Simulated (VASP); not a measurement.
# RPA total energies of ZnSe (Stilleite), part 6 of 6

Aim: total energies of ZnSe (Stilleite) from exact exchange and RPA correlation, beside cheaper functionals. The scan starts from a database cell scaled to its smallest volume. The cell is of the zinc-blende type. The start is a cell from a database of measured crystal structures.

VASP 6.6.1, plane waves and PAW; the level of theory is named at each step.

So far. Step 31 (Exact exchange, volume ratio 1.06): The Hartree-Fock energy on these orbitals is -5.4320 eV an atom. Step 32 (Empty bands, volume ratio 1.06): WAVECAR now holds 792 bands for 18 electrons.

## 33. RPA correlation, volume ratio 1.06

This step: RPA correlation on LDA orbitals; plane waves and PAW (Se_GW, Zn_GW) (VASP 6.6.1).

RPA correlation at this point.

Contents of INCAR:

```
SYSTEM = ZnSe
PREC = Accurate
ENCUT = 370
ISMEAR = 0
SIGMA = 0.05
LREAL = .FALSE.
GGA = CA
NBANDS = 792
ALGO = ACFDT
ENCUTGW = 160
NOMEGA = 12
PRECFOCK = Fast
LWAVE = .FALSE.
LCHARG = .FALSE.
```

Contents of POSCAR:

```
ZnSe
1.0
    0.0000000000      2.8893788162      2.8893788162
    2.8893788162      0.0000000000      2.8893788162
    2.8893788162      2.8893788162      0.0000000000
Se Zn
1 1
Direct
    0.7500000000      0.7500000000      0.7500000000
    0.0000000000      0.0000000000      0.0000000000
```

Contents of KPOINTS:

```
Automatic mesh
0
Gamma
5 5 5
0 0 0
```

The projector-augmented-wave data sets are Se_GW and Zn_GW (LDA family, release 64).

On the command line:

```sh
$ mpirun -np 4 vasp_std
```

Standard output:

```text
[banner, memory and clock lines left out]
running    4 mpi-ranks, on    1 nodes
[...]
LDA part: xc-table for (Slater(with rela. corr.)+CA(PZ))
 , standard interpolation
 found WAVECAR, reading the header
 POSCAR, INCAR and KPOINTS ok, starting setup
[...]
reading WAVECAR
 the WAVECAR file was read successfully
 initial charge from wavefunction
 available memory per node:    124.55 GB, setting MAXMEM to    127540

 The Fermi energy was updated, please check that it is located mid-gap
 values below the HOMO (VB) or above the LUMO (CB) will cause erroneous energies
 E-fermi :   2.3966

 the WAVEDER file was read successfully
 set NWRITE>2 for more details about minimax calculation
 number of imaginary grid points requested:      12
 number of distinct grids requested:  1
 quadrature errors minimized for energies in [ 0.823E+00, 0.375E+03 ]
 bosonic grid (T=0, re) determined with error: 0.2387E-06
 bosonic grid (re): 0.2387E-06
       0.2040       0.6687       1.3252       2.3825       4.2072
[...]
NQ=   4    0.2000    0.2000    0.0000,
|.........|.........|.........|.........
 performed      42268000 updates of chi_q(r,r)
 total number of BLAS operations      17235.90 Gflops
NQ=   5    0.4000    0.2000    0.0000,
|.........|.........|.........|.........
 performed      52835000 updates of chi_q(r,r)
 total number of BLAS operations      21290.55 Gflops
NQ=   6   -0.4000    0.2000    0.0000,
|.........|.........|.........|.........
 performed      63402000 updates of chi_q(r,r)
 total number of BLAS operations      25494.68 Gflops
NQ=   7   -0.2000    0.2000    0.0000,
|.........|.........|.........|.........
 performed      73969000 updates of chi_q(r,r)
 total number of BLAS operations      29661.18 Gflops
NQ=   8    0.4000    0.4000    0.0000,
|.........|.........|.........|.........
 performed      84536000 updates of chi_q(r,r)
 total number of BLAS operations      33678.89 Gflops
NQ=   9   -0.4000    0.4000    0.0000,
|.........|.........|.........|.........
 performed      95103000 updates of chi_q(r,r)
 total number of BLAS operations      37920.80 Gflops
NQ=  10   -0.4000    0.4000    0.2000,
|.........|.........|.........|.........
 performed     105670000 updates of chi_q(r,r)
 total number of BLAS operations      42012.57 Gflops
 entering main loop
```

The job ended after 6.7 min (4 MPI ranks of Intel Xeon Platinum 8488C (Sapphire Rapids), shared host; peak memory 2 GiB; 27 min of CPU time).

From OUTCAR (step 33):

```text
      cutoff energy     smooth cutoff   RPA   correlation   Hartree contr. to MP2
---------------------------------------------------------------------------------
            160.000           128.000      -16.9311379896      -27.1502591836
            152.381           121.905      -16.6912389657      -26.7319665272
            145.125           116.100      -16.4440194745      -26.3039864562
            138.214           110.571      -16.1872078405      -25.8630509315
            131.632           105.306      -15.9257734411      -25.4183464665
            125.364           100.291      -15.6562430718      -24.9645218228
            119.394            95.516      -15.3830264854      -24.5094789537
            113.709            90.967      -15.1053269248      -24.0523675981
  linear regression

[... 2 parts as in an earlier step ...]

[... 2 further parts left out ...]
[key lines of the parts left out:]
E-fermi :   2.3966
```

The correlation energy is -9.8092 eV an atom, +28 meV against the point before. With exact exchange the total is -15.2412 eV an atom.

## 34. Comparison: r2SCAN, volume ratio 1.06

This step: r2SCAN; plane waves and PAW (Se_GW, Zn_GW) (VASP 6.6.1).

The comparison at this point.

Contents of INCAR:

```
SYSTEM = ZnSe
PREC = Accurate
ENCUT = 370
EDIFF = 1E-06
NELM = 100
ISMEAR = 0
SIGMA = 0.05
LREAL = .FALSE.
ALGO = Normal
METAGGA = R2SCAN
LASPH = .TRUE.
NBANDS = 15
LWAVE = .FALSE.
LCHARG = .FALSE.
KPAR = 4
```

POSCAR is that of step 33.

KPOINTS is that of step 33.

On the command line:

```sh
$ mpirun -np 4 vasp_std
```

Standard output:

```text
[... set-up lines as in an earlier step ...]
 entering main loop
       N       E                     dE             d eps       ncg     rms          rms(c)
DAV:   1    -0.179416E+03   -0.17942E+03   -0.72589E+03   321   0.159E+03
DAV:   2    -0.287852E+03   -0.10844E+03   -0.10142E+03   377   0.266E+02
DAV:   3    -0.294262E+03   -0.64104E+01   -0.63632E+01   377   0.688E+01
DAV:   4    -0.294411E+03   -0.14871E+00   -0.14868E+00   444   0.847E+00
[...]
DAV:  12    -0.291332E+03    0.16711E-04   -0.70819E-05   483   0.212E-01    0.687E-03
DAV:  13    -0.291332E+03    0.64531E-05   -0.48021E-06   468   0.871E-02    0.345E-03
DAV:  14    -0.291332E+03   -0.21145E-06   -0.35917E-06   272   0.667E-02
   1 F= -.29133200E+03 E0= -.29133200E+03  d E =-.154080E-18
```

Run time: 9.6 s. Hardware: 4 MPI ranks; peak memory 0.57 GiB; 36 s of CPU time.

OUTCAR, selected parts (step 34):

```text
  Total       -1.0508433     -1.0508433     -1.0508433      0.0000000      0.0000000      0.0000000
  in kB      -34.8983666    -34.8983666    -34.8983666      0.0000000      0.0000000      0.0000000
  external PRESSURE =     -34.8983666 kB  Pullay stress =       0.0000000 kB

 POSITION                                       TOTAL-FORCE (eV/Angst)
 -----------------------------------------------------------------------------------
      4.33407      4.33407      4.33407         0.000000     -0.000000      0.000000
      0.00000      0.00000      0.00000        -0.000000      0.000000     -0.000000
 -----------------------------------------------------------------------------------
    total drift:                                0.000003      0.000003      0.000001

  FREE ENERGIE OF THE ION-ELECTRON SYSTEM (eV)
  ---------------------------------------------------
  free  energy   TOTEN  =      -291.3319983034 eV

  energy  without entropy=     -291.3319983034  energy(sigma->0) =     -291.33199830

[... 2 parts as in an earlier step ...]

[... 1 further part left out ...]
[key lines of the parts left out:]
E-fermi :   2.2619
```

Its energy is -145.6660 eV an atom, on a zero of its own.

## 35. Orbitals for comparison: HSE06, volume ratio 1.06

This step: LDA; plane waves and PAW (Se_GW, Zn_GW) (VASP 6.6.1).

Starting orbitals, as before.

Contents of INCAR:

```
SYSTEM = ZnSe
PREC = Accurate
ENCUT = 370
EDIFF = 1E-05
NELM = 100
ISMEAR = 0
SIGMA = 0.05
LREAL = .FALSE.
ALGO = Normal
GGA = CA
NBANDS = 15
LORBIT = 11
LWAVE = .TRUE.
LCHARG = .FALSE.
KPAR = 4
```

POSCAR is that of step 34.

KPOINTS is that of step 34.

On the command line:

```sh
$ mpirun -np 4 vasp_std
```

Standard output:

```text
[... set-up lines as in an earlier step ...]
 entering main loop
       N       E                     dE             d eps       ncg     rms          rms(c)
[... 10 cycles as in an earlier step ...]
DAV:  11    -0.725838E+01   -0.20849E-05   -0.37168E-06   185   0.624E-02
   1 F= -.72583824E+01 E0= -.72583824E+01  d E =-.185415E-17
 writing wavefunctions
```

Elapsed: 2 s, on 4 MPI ranks; peak memory 0.5 GiB.

From OUTCAR (step 35):

```text
  Total       -1.7884082     -1.7884082     -1.7884082      0.0000000     -0.0000000     -0.0000000
  in kB      -59.3927995    -59.3927995    -59.3927995      0.0000000     -0.0000000     -0.0000000
  external PRESSURE =     -59.3927995 kB  Pullay stress =       0.0000000 kB

 POSITION                                       TOTAL-FORCE (eV/Angst)
 -----------------------------------------------------------------------------------
      4.33407      4.33407      4.33407        -0.000000      0.000000     -0.000000
      0.00000      0.00000      0.00000         0.000000     -0.000000      0.000000
 -----------------------------------------------------------------------------------
    total drift:                                0.000000      0.000000      0.000000

  FREE ENERGIE OF THE ION-ELECTRON SYSTEM (eV)
  ---------------------------------------------------
  free  energy   TOTEN  =        -7.2583824362 eV

  energy  without entropy=       -7.2583824362  energy(sigma->0) =       -7.25838244

[... 2 parts as in an earlier step ...]

[... 1 further part left out ...]
[key lines of the parts left out:]
E-fermi :   2.2745
```

The run ends at a pressure of -5.94 GPa.

## 36. Comparison: HSE06, volume ratio 1.06

This step: HSE06; plane waves and PAW (Se_GW, Zn_GW) (VASP 6.6.1).

The comparison at this point.

Contents of INCAR:

```
SYSTEM = ZnSe
PREC = Accurate
ENCUT = 370
EDIFF = 1E-06
NELM = 100
ISMEAR = 0
SIGMA = 0.05
LREAL = .FALSE.
ALGO = Normal
LHFCALC = .TRUE.
AEXX = 0.25
GGA = PE
HFSCREEN = 0.2
LASPH = .TRUE.
NBANDS = 15
PRECFOCK = Fast
LWAVE = .FALSE.
LCHARG = .FALSE.
KPAR = 4
```

POSCAR is that of step 35.

KPOINTS is that of step 35.

The WAVECAR or CHGCAR of an earlier step is read.

On the command line:

```sh
$ mpirun -np 4 vasp_std
```

Standard output:

```text
[... set-up lines as in an earlier step ...]
 entering main loop
       N       E                     dE             d eps       ncg     rms          rms(c)
DAV:   1    -0.744668E+01   -0.74467E+01   -0.12305E+00   442   0.504E+01    0.153E+00
DAV:   2    -0.739279E+01    0.53893E-01   -0.28557E-01   405   0.212E+01    0.475E-01
DAV:   3    -0.739308E+01   -0.29636E-03   -0.19127E-02   427   0.347E+00    0.209E-01
DAV:   4    -0.739228E+01    0.80640E-03   -0.21836E-03   473   0.145E+00    0.124E-01
DAV:   5    -0.739224E+01    0.39562E-04   -0.34098E-04   471   0.298E-01    0.768E-02
DAV:   6    -0.739221E+01    0.28269E-04   -0.35494E-05   440   0.123E-01    0.455E-02
DAV:   7    -0.739220E+01    0.11663E-04   -0.81734E-06   360   0.378E-02    0.272E-02
DAV:   8    -0.739219E+01    0.25188E-05   -0.33507E-06   431   0.130E-02    0.166E-02
DAV:   9    -0.739219E+01    0.33220E-06   -0.91187E-07   262   0.896E-03
   1 F= -.73921933E+01 E0= -.73921933E+01  d E =-.105549E-11
```

It took 48 s on 4 MPI ranks; peak memory 0.97 GiB; 3.1 min of CPU time.

From OUTCAR (step 36):

```text
 POSITION                                       TOTAL-FORCE (eV/Angst)
 -----------------------------------------------------------------------------------
      4.33407      4.33407      4.33407        -0.000000     -0.000000     -0.000000
      0.00000      0.00000      0.00000         0.000000      0.000000      0.000000
 -----------------------------------------------------------------------------------
    total drift:                                0.000207      0.000135      0.000097

  FREE ENERGIE OF THE ION-ELECTRON SYSTEM (eV)
  ---------------------------------------------------
  free  energy   TOTEN  =        -7.3921932681 eV

  energy  without entropy=       -7.3921932681  energy(sigma->0) =       -7.39219327

[... 2 parts as in an earlier step ...]

[... 1 further part left out ...]
[key lines of the parts left out:]
E-fermi :   1.8555
```

Its energy is -3.6961 eV an atom, on a zero of its own.

## 37. Summary

This step: exact exchange and RPA correlation on LDA orbitals, beside r2SCAN, beside HSE06; plane waves and PAW (VASP 6.6.1).

No new run; the numbers come from the runs before.

This step gave:

| Quantity | Value |
| --- | --- |
| equilibrium volume, EXX+RPA | 22.48 Å³/atom |
| bulk modulus | 66.02 GPa |

Table of energy above the lowest point by volume; values in meV/atom:

| volume (Å³/atom) | LDA | EXX | EXX+RPA | r2SCAN | HSE06 |
| --- | --- | --- | --- | --- | --- |
| 20.94 | 5.86 | 128 | 26.2 | 33.9 | 49.5 |
| 21.85 | 0 | 65.0 | 3.62 | 7.08 | 16.3 |
| 22.53 | 6.54 | 32.9 | 0 | 0 | 3.30 |
| 23.21 | 20.9 | 12.3 | 4.09 | 1.70 | 0 |
| 24.12 | 49.9 | 0 | 20.2 | 15.2 | 7.43 |

Cost is wall time times ranks on a shared host; the RPA row holds all its steps. Fits of the equation of state:

| level | V0 (Å³/atom) | B0 (GPa) | fit error (meV/atom) | minimum inside the series | cost a point (core minutes) |
| --- | --- | --- | --- | --- | --- |
| LDA | 21.68 | 71.26 | 0.005337 | yes | 0.15 |
| EXX | 24.41 | 64.88 | 0.008596 | no | 1.81 |
| EXX+RPA | 22.48 | 66.02 | 0.1356 | yes | 25.27 |
| r2SCAN | 22.72 | 65.59 | 0.02187 | yes | 0.68 |
| HSE06 | 23.16 | 64.58 | 0.1009 | yes | 3.17 |

## 38. Summary of results

```
LDA     : V0 21.68 Å³/atom, B0 71.3 GPa
EXX     : V0 24.41 Å³/atom, B0 64.9 GPa (outside the series)
EXX+RPA : V0 22.48 Å³/atom, B0 66.0 GPa
r2SCAN  : V0 22.72 Å³/atom, B0 65.6 GPa
HSE06   : V0 23.16 Å³/atom, B0 64.6 GPa
```

What this shows: Exact exchange with RPA correlation puts the minimum at 22.48 Å³ an atom, with a bulk modulus of 66.0 GPa. LDA puts the volume 3.5 % below EXX+RPA, at roughly 1/168 of its cost. r2SCAN puts the volume 1.1 % above EXX+RPA, at roughly 1/37 of its cost. HSE06 puts the volume 3.0 % above EXX+RPA, at roughly 1/8 of its cost. Exact exchange and correlation are taken on one coarse mesh and aren't self-consistent; the correlation energy is extrapolated in the response cutoff by the program, which at the first volume adds -1365 meV an atom to the value at the highest cutoff and varies with the volume; a small fit error says nothing about that part. NBANDS follows the largest plane-wave count of any k point, which rises in steps with the volume. The cheaper functionals share the mesh. Not tabulated here, as repeats of values shown or as unfit to read for their mesh, reference level or band range: eps2 curves (empty bands); eps1 curves and static values (empty bands); gaps (empty bands).

[Long decimals in the printed logs are rounded to 6 places.]

[Lines on the potential files, build, host, timing and source positions are cut from VASP's logs without a mark.]

[Logs are printed without paths, hosts, clocks, repeated set-up lines and the standing remarks that a program may print on its own settings, such as how far it seeks lower states.]

[Hosts, paths, dates, database ids (printed as entryN), source tags and the programs' standing remarks are cut or masked in the printed files.]

[Measured values are set beside computed ones only where the two were judged alike; some that the calculation misses by far are left out.]

[Pressures printed for these runs are not shown converged in the cutoff: they can be off by several GPa and have the wrong sign.]
